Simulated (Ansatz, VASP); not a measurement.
**BaBr in VASP and in Ansatz**

```
Ba Br
1.0
     4.29535    0.00000    0.00000
    -2.14768    3.71988    0.00000
     0.00000    0.00000    4.74077
Ba Br
1 1
Direct
  0.66667 0.33333 0.50000
  0.00000 0.00000 0.00000
```

Alike in both runs: functional PBE; k mesh 6 × 6 × 4; occupations gaussian, width 0.1 eV; no spin polarisation.

Ansatz relaxed the structure, and its values are those at the end. VASP's run is a single point on that final structure, the one shown.

```csv
,VASP,Ansatz
version,VASP 6.6.1,Ansatz 0.2.0
potentials or method,"VASP PAW PBE potentials, release 64 (Ba_sv, Br)","scalar-relativistic, plane waves, PAW"
plane-wave cutoff (eV),520,420
valence electrons in the cell,17,17
```

Ansatz gave:

- gap on the k mesh at the Fermi level (eV): none
- pressure (GPa): 0.2

**Question.** What did VASP give for the same quantities?

**Answer.** gap on the k mesh at the Fermi level (eV): none; pressure (GPa): 0.5.

A gap of «none» marks a metal or a gap that the smearing closes.

Caveats: an odd number of electrons without spin polarisation forces a metal; a magnetic or distorted state may lie lower. The runs have no spin-orbit coupling, so splittings on Ba are missing.
